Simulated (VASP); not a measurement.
# Y with SCAN: from relaxation to properties, part 3 of 5

What structure does Y take at this level, and what are its properties? The start is a cell from a database of measured crystal structures.

VASP 6.6.1; SCAN; plane waves and PAW (Y_sv).

Still holding for the runs below: The k-mesh is coarse for a metal.

So far. Step 3 (Relaxing cell and atoms (SCAN)): It ends with forces that vanish by symmetry and a pressure of 0.02 GPa. The volume lies +0.3 % from that of the database's start. Step 4 (Single point with fields (SCAN)): In this run the pressure is 0.02 GPa, small enough to go on.

## Step 5: Bands along the symmetry lines (SCAN)

Levels along the symmetry lines show where the bands peak and cross; KPOINTS_OPT computes them in the converged potential.

Contents of INCAR:

```
SYSTEM = Y
PREC = Accurate
ENCUT = 400
EDIFF = 1E-06
NELM = 100
ISMEAR = 1
SIGMA = 0.2
LREAL = .FALSE.
ALGO = Normal
METAGGA = SCAN
LASPH = .TRUE.
NBANDS = 23
LORBIT = 11
LWAVE = .FALSE.
LCHARG = .FALSE.
KPAR = 2
```

Contents of POSCAR:

```
Y
1.0
    3.6770194897      0.0000000000      0.0000000000
   -1.8385097448      3.1843922883      0.0000000000
    0.0000000000      0.0000000000      5.6552196470
Y
2
Direct
    0.3333333333      0.6666666667      0.2500000000
    0.6666666667      0.3333333333      0.7500000000
```

Contents of KPOINTS:

```
Automatic mesh
0
Gamma
7 7 4
0 0 0
```

Contents of KPOINTS_OPT:

```
Line mode
16
Line-mode
Reciprocal
  0.00000000   0.00000000   0.00000000 GAMMA
  0.50000000   0.00000000   0.00000000 M

  0.50000000   0.00000000   0.00000000 M
  0.33333333   0.33333333   0.00000000 K

  0.33333333   0.33333333   0.00000000 K
  0.00000000   0.00000000   0.00000000 GAMMA

  0.00000000   0.00000000   0.00000000 GAMMA
  0.00000000   0.00000000   0.50000000 A

  0.00000000   0.00000000   0.50000000 A
  0.50000000   0.00000000   0.50000000 L

  0.50000000   0.00000000   0.50000000 L
  0.33333333   0.33333333   0.50000000 H

  0.33333333   0.33333333   0.50000000 H
  0.00000000   0.00000000   0.50000000 A

  0.50000000   0.00000000   0.50000000 L
  0.50000000   0.00000000   0.00000000 M

  0.33333333   0.33333333   0.00000000 K
  0.33333333   0.33333333   0.50000000 H
```

The projector-augmented-wave data sets are Y_sv (PBE family, release 64).

Started as:

```sh
mpirun -np 2 vasp_std
```

The log of the run:

```text
[... set-up lines as in an earlier step ...]
 entering main loop
       N       E                     dE             d eps       ncg     rms          rms(c)
DAV:   1     0.402445821020E+02    0.40245E+02   -0.95405E+03  1104   0.772E+02
DAV:   2    -0.534248561248E+02   -0.93669E+02   -0.90659E+02  1482   0.208E+02
DAV:   3    -0.626618615889E+02   -0.92370E+01   -0.89809E+01  1922   0.362E+01
DAV:   4    -0.629805954172E+02   -0.31873E+00   -0.31834E+00  1272   0.651E+00
DAV:   5    -0.629858554370E+02   -0.52600E-02   -0.52587E-02  1408   0.784E-01    0.325E+01
DAV:   6    -0.559223111200E+02    0.70635E+01   -0.87333E+00  1555   0.102E+01    0.226E+01
DAV:   7    -0.556419521226E+02    0.28036E+00   -0.77072E-01  1663   0.515E+00    0.764E+00
DAV:   8    -0.556656589953E+02   -0.23707E-01   -0.16411E-01  1374   0.245E+00    0.142E+00
DAV:   9    -0.556614369239E+02    0.42221E-02   -0.28745E-02  1279   0.109E+00    0.777E-01
DAV:  10    -0.556602916526E+02    0.11453E-02   -0.19624E-03  1342   0.301E-01    0.393E-01
DAV:  11    -0.556600884242E+02    0.20323E-03   -0.85198E-05  1437   0.550E-02    0.548E-02
DAV:  12    -0.556598050521E+02    0.28337E-03   -0.66205E-05  1244   0.548E-02    0.163E-02
DAV:  13    -0.556598501685E+02   -0.45116E-04   -0.21913E-06  1206   0.863E-03    0.914E-03
DAV:  14    -0.556598927329E+02   -0.42564E-04   -0.77622E-07   847   0.696E-03    0.186E-03
DAV:  15    -0.556598893619E+02    0.33710E-05   -0.10070E-07   727   0.189E-03    0.235E-03
DAV:  16    -0.556598908256E+02   -0.14638E-05   -0.43509E-08   713   0.132E-03    0.886E-04
DAV:  17    -0.556598928023E+02   -0.19766E-05   -0.19470E-08   678   0.790E-04    0.327E-04
DAV:  18    -0.556598921261E+02    0.67620E-06   -0.48354E-09   678   0.361E-04
   1 F= -.55659892E+02 E0= -.55661417E+02  d E =0.457389E-02
 Start KPOINTS_OPT (optional k-point list driver)
k-point batch [1-24\144]
       N       E                     dE             ncg
DAV:   1    -0.710338195250E+04   -0.17262E+05     1104
DAV:   2    -0.945088194511E+04   -0.23475E+04     1408
DAV:   3    -0.964818828771E+04   -0.19731E+03     1986
DAV:   4    -0.965437245419E+04   -0.61842E+01     1234
DAV:   5    -0.965448685196E+04   -0.11440E+00     1507
DAV:   6    -0.965449027720E+04   -0.34252E-02     1289
DAV:   7    -0.965449033090E+04   -0.53698E-04     1584
DAV:   8    -0.965449033221E+04   -0.13176E-05      978
DAV:   9    -0.965449033229E+04   -0.74024E-07      979
[...]
k-point batch [121-144\144]
       N       E                     dE             ncg
DAV:   1    -0.710903444730E+04   -0.23959E+05     1104
DAV:   2    -0.937891102112E+04   -0.22699E+04     1301
DAV:   3    -0.956805934737E+04   -0.18915E+03     2090
DAV:   4    -0.957325674608E+04   -0.51974E+01     1217
DAV:   5    -0.957332496434E+04   -0.68218E-01     1546
DAV:   6    -0.957332596746E+04   -0.10031E-02     1303
DAV:   7    -0.957332599389E+04   -0.26430E-04     1525
DAV:   8    -0.957332599452E+04   -0.63110E-06      951
```

The job ended after 74 s (2 MPI ranks of Intel Xeon 6975P-C (Granite Rapids), shared host; peak memory 0.35 GiB).

Parts of OUTCAR (step 5):

```text
   k-points           NKPTS =     24   k-points in BZ     NKDIM =     24   number of bands    NBANDS=     23

   NELECT =      22.0000    total number of electrons

 E-fermi :   2.9694

 k-point     3 :       0.2857    0.0000    0.0000
  band No.  band energies     occupation
    ...
      7     -20.3508      2.00000
      8     -20.3502      2.00000
      9      -0.3559      2.00000
     10       2.1288      2.00000
     11       2.7566      2.06110
     12       3.1976     -0.06850
     13       4.6926     -0.00000
     14       4.8978     -0.00000
     15       4.9614     -0.00000
     16       6.4594     -0.00000
    ...

  Total        0.0088172      0.0088172      0.0090180      0.0000000      0.0000000      0.0000000
  in kB        0.2133378      0.2133378      0.2181979      0.0000000      0.0000000      0.0000000
  external PRESSURE =       0.2149578 kB  Pullay stress =       0.0000000 kB

  FREE ENERGIE OF THE ION-ELECTRON SYSTEM (eV)
  ---------------------------------------------------
  free  energy   TOTEN  =       -55.6598921261 eV

  energy  without entropy=      -55.6644660143  energy(sigma->0) =      -55.66141676

[... 15 parts as in an earlier step ...]

[... 2 further parts left out ...]
```

This step gave:

| Quantity | Value |
| --- | --- |
| bands | 23 |
| pressure | 0.02150 GPa |

Electronic bands along the path, in eV, zero at the Fermi level; # counts the bands kept:

| point | #1 | #2 | #3 | #4 | #5 | #6 |
| --- | --- | --- | --- | --- | --- | --- |
| Γ | -4.87 | -1.85 | 0.89 | 1.93 | 1.93 | 2.39 |
| 0.53 of the way | -3.50 | -0.89 | -0.12 | 0.32 | 1.73 | 1.99 |
| M | -1.73 | -1.20 | -0.76 | -0.27 | 1.58 | 1.59 |
| 0.47 of the way | -1.42 | -0.91 | -0.71 | -0.40 | 1.37 | 1.47 |
| K | -0.75 | -0.75 | -0.67 | -0.57 | 1.23 | 1.23 |
| 0.47 of the way | -3.08 | -0.60 | -0.26 | 0.01 | 1.54 | 1.65 |
| Γ | -4.87 | -1.85 | 0.89 | 1.93 | 1.93 | 2.39 |
| 0.47 of the way | -4.50 | -2.17 | 0.72 | 1.77 | 1.77 | 2.02 |
| A | -3.36 | -3.36 | 1.12 | 1.12 | 1.82 | 1.82 |
| 0.47 of the way | -2.50 | -2.50 | 0.46 | 0.46 | 1.44 | 1.44 |
| L | -1.66 | -1.66 | 0.12 | 0.12 | 1.37 | 1.37 |
| 0.47 of the way | -1.31 | -1.31 | 0.25 | 0.25 | 0.74 | 0.74 |
| H | -0.43 | -0.43 | -0.29 | -0.29 | 0.38 | 0.38 |
| 0.53 of the way | -2.25 | -2.25 | 0.36 | 0.36 | 1.27 | 1.27 |
| A | -3.36 | -3.36 | 1.12 | 1.12 | 1.82 | 1.82 |
| jump to L | -1.66 | -1.66 | 0.12 | 0.12 | 1.37 | 1.37 |
| 0.47 of the way | -1.83 | -1.29 | -0.24 | -0.22 | 1.55 | 1.81 |
| M | -1.73 | -1.20 | -0.76 | -0.27 | 1.58 | 1.59 |
| jump to K | -0.75 | -0.75 | -0.67 | -0.57 | 1.23 | 1.23 |
| 0.47 of the way | -0.60 | -0.60 | -0.56 | -0.51 | 0.88 | 0.88 |
| H | -0.43 | -0.43 | -0.29 | -0.29 | 0.38 | 0.38 |

There is no gap at this level.

Of the bands kept, 2 cross the Fermi level on this path.

## Step 6: Total and projected DOS (SCAN)

A density of states needs more k-points than a total energy; ISMEAR = -5 takes tetrahedra, and LORBIT projects the states on the PAW spheres. The mesh is finer than in the run before.

Changes to INCAR since step 5:

```diff
@@ -5,3 +5,3 @@
 NELM = 100
-ISMEAR = 1
+ISMEAR = -5
 SIGMA = 0.2
@@ -16 +16,2 @@
 KPAR = 2
+NEDOS = 2001
```

POSCAR is that of step 5.

Contents of KPOINTS:

```
Automatic mesh
0
Gamma
10 10 6
0 0 0
```

Started as:

```sh
mpirun -np 2 vasp_std
```

The log of the run:

```text
[... set-up lines as in an earlier step ...]
 entering main loop
       N       E                     dE             d eps       ncg     rms          rms(c)
DAV:   1     0.398597426278E+02    0.39860E+02   -0.95664E+03  2592   0.776E+02
DAV:   2    -0.529217808784E+02   -0.92782E+02   -0.90014E+02  3215   0.207E+02
DAV:   3    -0.627128749410E+02   -0.97911E+01   -0.95713E+01  4697   0.365E+01
DAV:   4    -0.629730943783E+02   -0.26022E+00   -0.26005E+00  2927   0.637E+00
DAV:   5    -0.629764747181E+02   -0.33803E-02   -0.33804E-02  3237   0.709E-01    0.325E+01
DAV:   6    -0.559087555577E+02    0.70677E+01   -0.87894E+00  3632   0.102E+01    0.226E+01
DAV:   7    -0.556295522099E+02    0.27920E+00   -0.76510E-01  3840   0.515E+00    0.758E+00
DAV:   8    -0.556539183643E+02   -0.24366E-01   -0.16828E-01  3249   0.245E+00    0.141E+00
DAV:   9    -0.556495698975E+02    0.43485E-02   -0.29221E-02  3010   0.109E+00    0.808E-01
DAV:  10    -0.556484186889E+02    0.11512E-02   -0.19947E-03  3129   0.304E-01    0.380E-01
DAV:  11    -0.556482180020E+02    0.20069E-03   -0.96548E-05  3331   0.581E-02    0.760E-02
DAV:  12    -0.556479443236E+02    0.27368E-03   -0.73555E-05  2849   0.579E-02    0.172E-02
DAV:  13    -0.556479854135E+02   -0.41090E-04   -0.24661E-06  2862   0.920E-03    0.786E-03
DAV:  14    -0.556480263738E+02   -0.40960E-04   -0.83565E-07  1971   0.726E-03    0.163E-03
DAV:  15    -0.556480244660E+02    0.19078E-05   -0.11255E-07  1624   0.204E-03    0.183E-03
DAV:  16    -0.556480246016E+02   -0.13561E-06   -0.44388E-08  1526   0.128E-03
   1 F= -.55648025E+02 E0= -.55648025E+02  d E =0.000000E+00
 -----------------------------------------------------------------------------
|                                                                             |
|           W    W    AA    RRRRR   N    N  II  N    N   GGGG   !!!           |
|           W    W   A  A   R    R  NN   N  II  NN   N  G    G  !!!           |
|           W    W  A    A  R    R  N N  N  II  N N  N  G       !!!           |
|           W WW W  AAAAAA  RRRRR   N  N N  II  N  N N  G  GGG   !            |
|           WW  WW  A    A  R   R   N   NN  II  N   NN  G    G                |
|           W    W  A    A  R    R  N    N  II  N    N   GGGG   !!!           |
|                                                                             |
|     Tetrahedron method does not include variations of the Fermi             |
|     occupations, so forces and stress will be inaccurate. We suggest        |
|     using a different smearing scheme ISMEAR = 1 or 2 for metals in         |
|     relaxations.                                                            |
|                                                                             |
 -----------------------------------------------------------------------------
```

Wall time 49 s (2 MPI ranks); peak memory 0.38 GiB.

Parts of OUTCAR (step 6):

```text
   k-points           NKPTS =     56   k-points in BZ     NKDIM =     56   number of bands    NBANDS=     23

   NELECT =      22.0000    total number of electrons

 E-fermi :   2.9768

 k-point     1 :       0.0000    0.0000    0.0000
  band No.  band energies     occupation
    ...
      6     -20.3175      2.00000
      7     -20.3174      2.00000
      8     -20.2754      2.00000
      9      -1.9037      2.00000
     10       1.1158      2.00000
     11       3.8621      0.00000
     12       4.9044      0.00000
     13       4.9045      0.00000
     14       5.3608      0.00000
     15       5.5834      0.00000
    ...

  Total        0.0004284      0.0004284      0.0602237      0.0000000     -0.0000000      0.0000000
  in kB        0.0103660      0.0103660      1.4571560      0.0000000     -0.0000000      0.0000000
  external PRESSURE =       0.4926293 kB  Pullay stress =       0.0000000 kB

 POSITION                                       TOTAL-FORCE (eV/Angst)
 -----------------------------------------------------------------------------------
     -0.00000      2.12293      1.41380         0.000000      0.000000      0.000000
      1.83851      1.06146      4.24141        -0.000000      0.000000      0.000000
 -----------------------------------------------------------------------------------
    total drift:                               -0.000000      0.000000     -0.000000

  FREE ENERGIE OF THE ION-ELECTRON SYSTEM (eV)
  ---------------------------------------------------
  free  energy   TOTEN  =       -55.6480246016 eV

  energy  without entropy=      -55.6480246016  energy(sigma->0) =      -55.64802460

[... 7 parts as in an earlier step ...]

[... 9 further parts left out ...]
```

With tetrahedra the forces and stress of a metal are not exact derivatives of the energy.

Numbers from this step:

```yaml
scf_cycles: 16
irreducible_k_points: 56
free_energy_toten: -55.6480 eV
fermi_energy: 2.977 eV
pressure: 0.04926 GPa
dos_at_the_fermi_level: 3.931 states/eV/cell
```

The density of states has structure finer than the step of the table below, so its rows give means over 1 eV, whole bins alone (the curve runs from -12.0 to 2.75 eV). Peaks (eV: height): total 0.1: 5.15, 1.3: 4.79, 2.2: 5.31; Y d 0.1: 2.14, 1.3: 2.54, 2.2: 3.47; Y p 0.1: 1.02, 1.3: 0.716, 2.2: 0.380; Y s -1.8: 0.293.

States under -12.0 eV and over 2.7 eV are left out. The density of states by energy, zero at the Fermi level; means over each step; values in states/eV/cell:

| energy (eV) | total | Y d | Y p | Y s |
| --- | --- | --- | --- | --- |
| -6 | 0 | 0 | 0 | 0 |
| -5 | 0.0300 | 0 | 7.8e-4 | 0.00851 |
| -4 | 0.272 | 0.00297 | 0.0203 | 0.0716 |
| -3 | 0.555 | 0.0294 | 0.0718 | 0.124 |
| -2 | 1.36 | 0.266 | 0.168 | 0.210 |
| -1 | 2.12 | 0.768 | 0.243 | 0.123 |
| 0 | 3.14 | 1.32 | 0.571 | 0.0233 |
| 1 | 2.75 | 1.42 | 0.407 | 0.0229 |
| 2 | 3.55 | 2.22 | 0.294 | 0.0290 |

The finer mesh and the other smearing move the Fermi level by +0.01 eV from the 7×7×4 run, a small shift, which tests the Fermi level alone. Of the states within 0.3 eV of the Fermi level, the largest shares in the PAW spheres are Y d 41 % and Y p 19 %. The rest lies in smaller channels or between the spheres.

## Step 7: Volume scan with SCAN, volume scale 0.94

An equation of state needs energies on both sides of the minimum, all on one mesh and cutoff.

Contents of INCAR:

```
SYSTEM = Y
PREC = Accurate
ENCUT = 400
EDIFF = 1E-06
NELM = 100
ISMEAR = 1
SIGMA = 0.2
LREAL = .FALSE.
ALGO = Normal
METAGGA = SCAN
LASPH = .TRUE.
NBANDS = 17
LORBIT = 11
LWAVE = .FALSE.
LCHARG = .FALSE.
KPAR = 2
ISIF = 2
```

Contents of POSCAR:

```
Y
1.0
    3.6019572136      0.0000000000      0.0000000000
   -1.8009786067      3.1193864503      0.0000000000
    0.0000000000      0.0000000000      5.5397746079
Y
2
Direct
    0.3333333333      0.6666666667      0.2500000000
    0.6666666667      0.3333333333      0.7500000000
```

Contents of KPOINTS:

```
Automatic mesh
0
Gamma
7 7 4
0 0 0
```

Started as:

```sh
mpirun -np 2 vasp_std
```

The log of the run:

```text
[... set-up lines as in an earlier step ...]
 entering main loop
       N       E                     dE             d eps       ncg     rms          rms(c)
DAV:   1     0.299047527385E+02    0.29905E+02   -0.10344E+04   816   0.106E+03
DAV:   2    -0.545860958398E+02   -0.84491E+02   -0.83325E+02  1046   0.242E+02
DAV:   3    -0.628000568061E+02   -0.82140E+01   -0.81702E+01  1500   0.440E+01
DAV:   4    -0.630292324053E+02   -0.22918E+00   -0.22899E+00   973   0.756E+00
DAV:   5    -0.630328867175E+02   -0.36543E-02   -0.36537E-02  1156   0.877E-01    0.344E+01
DAV:   6    -0.558711631088E+02    0.71617E+01   -0.11796E+01  1045   0.138E+01    0.245E+01
DAV:   7    -0.556124283025E+02    0.25873E+00   -0.11103E+00  1526   0.690E+00    0.686E+00
DAV:   8    -0.556234568767E+02   -0.11029E-01   -0.97838E-02   990   0.262E+00    0.124E+00
DAV:   9    -0.556208497680E+02    0.26071E-02   -0.18536E-02   910   0.919E-01    0.308E-01
DAV:  10    -0.556204642229E+02    0.38555E-03   -0.14697E-03  1124   0.290E-01    0.220E-01
DAV:  11    -0.556205105709E+02   -0.46348E-04   -0.73387E-05  1262   0.570E-02    0.100E-01
DAV:  12    -0.556204468892E+02    0.63682E-04   -0.18504E-05   944   0.425E-02    0.129E-02
DAV:  13    -0.556204444857E+02    0.24035E-05   -0.17070E-06   862   0.984E-03    0.156E-02
DAV:  14    -0.556204512814E+02   -0.67957E-05   -0.18404E-07   513   0.385E-03    0.151E-03
DAV:  15    -0.556204518077E+02   -0.52625E-06   -0.38713E-08   488   0.155E-03
   1 F= -.55620452E+02 E0= -.55621722E+02  d E =0.381105E-02
```

Wall time 31 s (2 MPI ranks); peak memory 0.32 GiB; 53 s of CPU time.

OUTCAR, selected parts (step 7):

```text
   ENCUT  =  400.0 eV  29.40 Ry    5.42 a.u.   5.87  5.87  9.03*2*pi/ulx,y,z

   NELECT =      22.0000    total number of electrons

 E-fermi :   3.2980

 k-point     1 :       0.0000    0.0000    0.0000
  band No.  band energies     occupation
    ...
      6     -19.8235      2.00000
      7     -19.8234      2.00000
      8     -19.7630      2.00000
      9      -1.6677      2.00000
     10       1.3319      2.00000
     11       4.3854     -0.00000
     12       5.2588     -0.00000
     13       5.2590     -0.00000
     14       5.7657     -0.00000
     15       5.9975     -0.00000
    ...

  Total        1.2086013      1.2086013      1.2045367      0.0000000     -0.0000000     -0.0000000
  in kB       31.1095569     31.1095569     31.0049334      0.0000000     -0.0000000     -0.0000000
  external PRESSURE =      31.0746824 kB  Pullay stress =       0.0000000 kB

 POSITION                                       TOTAL-FORCE (eV/Angst)
 -----------------------------------------------------------------------------------
     -0.00000      2.07959      1.38494        -0.000000     -0.000000      0.000000
      1.80098      1.03980      4.15483         0.000000      0.000000      0.000000
 -----------------------------------------------------------------------------------
    total drift:                                0.000000     -0.000000      0.000000

  FREE ENERGIE OF THE ION-ELECTRON SYSTEM (eV)
  ---------------------------------------------------
  free  energy   TOTEN  =       -55.6204518077 eV

  energy  without entropy=      -55.6242628574  energy(sigma->0) =      -55.62172216

[... 3 parts as in an earlier step ...]

[... 13 further parts left out ...]
```

The scan keeps the cell's shape and the fractional positions fixed.

Numbers from this step:

* SCF cycles: 15
* bands: 17
* irreducible k-points: 24
* free energy (TOTEN): -55.6205 eV
* energy at zero smearing: -55.6217 eV
* Fermi energy: 3.298 eV
* pressure: 3.107 GPa

The pressure here is 3.11 GPa.

[end of part 3 of 5]

[Lines on the potential files, build, host, timing and source positions are cut from VASP's logs without a mark.]

[Logs are printed without paths, hosts, clocks, repeated set-up lines and the standing remarks that a program may print on its own settings, such as how far it seeks lower states.]

[Hosts, paths, dates, database ids (printed as entryN), source tags and the programs' standing remarks are cut or masked in the printed files.]

[A measured line is paired with the nearest computed mode of its activity, which favours agreement.]
